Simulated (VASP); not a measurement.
Output of a VASP run:

**OUTCAR**
```
 ion  position               nearest neighbor table
   1  0.000  0.000  0.000-   2 2.54   3 2.54   2 2.54   2 2.54   3 2.54   2 2.54   3 2.54   3 2.54
  LATTYP: Found a face centered cubic cell.
 ALAT       =     5.8614740000
 Subroutine PRICEL returns:
 Original cell was already a primitive cell.
 Subroutine GETGRP returns: Found 48 space group operations
The static configuration has the point symmetry O_h .
The dynamic configuration has the point symmetry O_h .
 Subroutine INISYM returns: Found 48 space group operations
 Subroutine IBZKPT returns following result:
 Found      4 irreducible k-points:

 Following reciprocal coordinates:
            Coordinates               Weight
  0.000000  0.000000  0.000000      1.000000
  0.333333  0.000000  0.000000      8.000000
  0.333333  0.333333  0.000000      6.000000
 -0.333333  0.333333  0.000000     12.000000
 Subroutine IBZKPT_HF returns following result:
   k-points           NKPTS =      4   k-points in BZ     NKDIM =     27   number of bands    NBANDS=     18
   number of dos      NEDOS =    301   number of ions     NIONS =      3
   total plane-waves  NPLWV =  21952
   dimension x,y,z NGX =    28 NGY =   28 NGZ =   28
   dimension x,y,z NGXF=    56 NGYF=   56 NGZF=   56
   ions per type =               1   2
   PREC   = accura    normal or accurate (medium, high low for compatibility)
   ISTART =      0    job   : 0-new  1-cont  2-samecut
   ICHARG =      2    charge: 1-file 2-atom 10-const
   ISPIN  =      1    spin polarized calculation?
   LNONCOLLINEAR =      F non collinear calculations
   LSORBIT =      F    spin-orbit coupling
   INIWAV =      1    electr: 0-lowe 1-rand  2-diag
   ENCUT  =  400.0 eV  29.40 Ry    5.42 a.u.   6.76  6.76  6.76*2*pi/ulx,y,z
   NELM   =    100;   NELMIN=  2; NELMDL= -5     # of ELM steps
   EDIFF  = 0.1E-05   stopping-criterion for ELM
   LREAL  =      F    real-space projection
   NLSPLINE    = F    spline interpolate recip. space projectors
   LMAXMIX     =    4 max onsite mixed and CHGCAR
   VOSKOWN=      0    Vosko Wilk Nusair interpolation
   EDIFFG = 0.1E-04   stopping-criterion for IOM
   NSW    =      0    number of steps for IOM
   NBLOCK =      1;   KBLOCK =      1    inner block; outer block
   IBRION =     -1    ionic relax: 0-MD 1-quasi-New 2-CG
   NFREE  =      0    steps in history (QN), initial steepest desc. (CG)
   ISIF   =      2    stress and relaxation
   ISYM   =      3    0-nonsym 1-usesym 2-fastsym
   TEIN   =    0.0    initial temperature
   TEBEG  =    0.0;   TEEND  =   0.0 temperature during run
   SMASS  =  -3.00    Nose mass-parameter (am)
   PSTRESS=    0.0 pullay stress
   NELECT =      28.0000    total number of electrons
   EFERMI =   0.00;   METHOD = LEGACY
   ISMEAR =     0;   SIGMA  =   0.01  broadening in eV -4-tet -1-fermi 0-gaus
   IALGO  =     38    algorithm
   LDIAG  =      T    sub-space diagonalisation (order eigenvalues)
   IMIX   =      1    mixing-type and parameters
     AMIX     =   0.40;   BMIX     =  1.00
     AMIX_MAG =   1.60;   BMIX_MAG =  1.00
     AMIN     =   0.10
   GGA     = PE    functional components
   VOSKOWN =     0    Vosko Wilk Nusair interpolation
   LHFCALC =     T    Hartree Fock is set to
   NKREDX  =     1    reduce k-point grid by
   AEXX    =    0.2500 exact exchange contribution
   HFSCREEN=    0.0000 screening length (either q_TF or 0.3 A-1)
   HFRCUT  =   -1.0000 spherical cutoff for potential kernel
   AGGAX   =    0.7500 GGA exchange part
   ALDAC   =    1.0000 LDA correlation
   AGGAC   =    1.0000 GGA correlation
  energy-cutoff  :      400.00
  volume of cell :       50.35
      direct lattice vectors                 reciprocal lattice vectors
     0.000000000  2.930737000  2.930737000    -0.170605551  0.170605551  0.170605551
     2.930737000  0.000000000  2.930737000     0.170605551 -0.170605551  0.170605551
     2.930737000  2.930737000  0.000000000     0.170605551  0.170605551 -0.170605551
 k-point     1 :   0.0000 0.0000 0.0000  plane waves:     941
 k-point     2 :   0.3333 0.0000 0.0000  plane waves:     926
 k-point     3 :   0.3333 0.3333 0.0000  plane waves:     922
 k-point     4 :  -0.3333 0.3333 0.0000  plane waves:     901
...
```

File OSZICAR:
```
       N       E                     dE             d eps       ncg     rms          rms(c)
DAV:   1    -0.237277665576E+04   -0.23728E+04   -0.13286E+04   144   0.157E+03
DAV:   2    -0.264650966645E+04   -0.27373E+03   -0.26480E+03   176   0.435E+02
DAV:   3    -0.266703636033E+04   -0.20527E+02   -0.20440E+02   156   0.138E+02
DAV:   4    -0.266754989076E+04   -0.51353E+00   -0.51313E+00   152   0.245E+01
DAV:   5    -0.213448614632E+02    0.26462E+04   -0.10273E+01   160   0.569E+01    0.851E+00
DAV:   6    -0.188609147633E+02    0.24839E+01   -0.84812E+00   188   0.276E+01    0.244E+00
DAV:   7    -0.191216530841E+02   -0.26074E+00   -0.17169E+00   162   0.932E+00    0.273E+00
DAV:   8    -0.190741434736E+02    0.47510E-01   -0.91335E-02   148   0.292E+00    0.132E+00
DAV:   9    -0.190655340547E+02    0.86094E-02   -0.63282E-02   152   0.221E+00    0.502E-01
DAV:  10    -0.190655515456E+02   -0.17491E-04   -0.23522E-03   156   0.567E-01    0.288E-01
DAV:  11    -0.190653313990E+02    0.22015E-03   -0.16231E-03   168   0.393E-01    0.189E-01
DAV:  12    -0.190657221700E+02   -0.39077E-03   -0.64413E-04   148   0.222E-01    0.128E-01
DAV:  13    -0.190659765977E+02   -0.25443E-03   -0.10549E-04   144   0.118E-01    0.763E-02
DAV:  14    -0.190661224021E+02   -0.14580E-03   -0.48269E-05   148   0.802E-02    0.446E-02
DAV:  15    -0.190662019053E+02   -0.79503E-04   -0.18737E-05   144   0.468E-02    0.276E-02
DAV:  16    -0.190662435228E+02   -0.41618E-04   -0.91632E-06   148   0.294E-02    0.178E-02
DAV:  17    -0.190662650636E+02   -0.21541E-04   -0.42946E-06   144   0.190E-02    0.115E-02
DAV:  18    -0.190662760368E+02   -0.10973E-04   -0.19817E-06   140   0.126E-02    0.750E-03
DAV:  19    -0.190662815707E+02   -0.55339E-05   -0.99969E-07   128   0.880E-03    0.489E-03
DAV:  20    -0.190662843479E+02   -0.27772E-05   -0.50943E-07   112   0.605E-03    0.322E-03
DAV:  21    -0.190662857348E+02   -0.13869E-05   -0.26024E-07   108   0.418E-03    0.214E-03
DAV:  22    -0.190662864324E+02   -0.69761E-06   -0.13126E-07   104   0.291E-03
   1 F= -.19066286E+02 E0= -.19066286E+02  d E =-.155512E-31
```

OUTCAR:
```
------------------------ aborting loop because EDIFF is reached ----------------------------------------
  FORCE on cell =-STRESS in cart. coord.  units (eV):
  Direction    XX          YY          ZZ          XY          YZ          ZX
  --------------------------------------------------------------------------------------
  Total       -1.0033671     -1.0033671     -1.0033671     -0.0000000     -0.0000000      0.0000000
  in kB      -31.9308064    -31.9308064    -31.9308064     -0.0000000     -0.0000000      0.0000000
  external PRESSURE =     -31.9308064 kB  Pullay stress =       0.0000000 kB
  volume of cell :       50.35
      direct lattice vectors                 reciprocal lattice vectors
     0.000000000  2.930737000  2.930737000    -0.170605551  0.170605551  0.170605551
     2.930737000  0.000000000  2.930737000     0.170605551 -0.170605551  0.170605551
     2.930737000  2.930737000  0.000000000     0.170605551  0.170605551 -0.170605551
 POSITION                                       TOTAL-FORCE (eV/Angst)
 -----------------------------------------------------------------------------------
      0.00000      0.00000      0.00000         0.000000      0.000000      0.000000
      4.39611      4.39611      4.39611        -0.000000      0.000000      0.000000
      1.46537      1.46537      1.46537         0.000000     -0.000000     -0.000000
 -----------------------------------------------------------------------------------
    total drift:                                0.000000     -0.000001     -0.000001
  FREE ENERGIE OF THE ION-ELECTRON SYSTEM (eV)
  ---------------------------------------------------
  free  energy   TOTEN  =       -19.0662864324 eV

  energy  without entropy=      -19.0662864324  energy(sigma->0) =      -19.06628643

  exchange ACFDT corr.  =         0.00000000  see jH, gK, PRB 81, 115126
```
(Selected blocks of OUTCAR.)

### POSCAR
```
PbF2
1
    0.0000000000     2.9307370000     2.9307370000
    2.9307370000     0.0000000000     2.9307370000
    2.9307370000     2.9307370000     0.0000000000
Pb F
1 2
Direct
  0.0000000000   0.0000000000   0.0000000000
  0.7500000000   0.7500000000   0.7500000000
  0.2500000000   0.2500000000   0.2500000000
```

**Question.** Reconstruct the remaining input files.

**Answer.** One answer among several that fit: the input of the run itself, PBE0 hybrid, plane waves, VASP's PBE PAW potentials (set 64).

### INCAR
```
SYSTEM = PbF2
PREC = Accurate
ENCUT = 400
EDIFF = 1E-6
NELM = 100
ALGO = Normal
LREAL = .FALSE.
LASPH = .TRUE.
ISMEAR = 0
SIGMA = 0.01
GGA = PE
AEXX = 0.25
HFRCUT = -1
LHFCALC = .TRUE.
PRECFOCK = Fast
ISYM = 3
LMAXMIX = 4
LWAVE = .FALSE.
LCHARG = .FALSE.
ISIF = 2
```

**KPOINTS**
```
Automatic mesh
0
Gamma
3 3 3
0 0 0
```

POTCAR, in this order: Pb_d F (PBE.64 set). Program: vasp_std.

At this cut-off the stress carries a Pulay error, which pulls relaxed volumes low.

The structure comes from a computed database's PbF2 entry; how it stands against other phases isn't given here. The cell was not relaxed at this level. The k-mesh is coarse (spacing up to 0.62 per Å, 2π included), so the numbers may not be converged in it. The run is one of a series of settings (KPOINTS 3×3×3 Γ-centred mesh against the base run), some of them coarse on purpose.
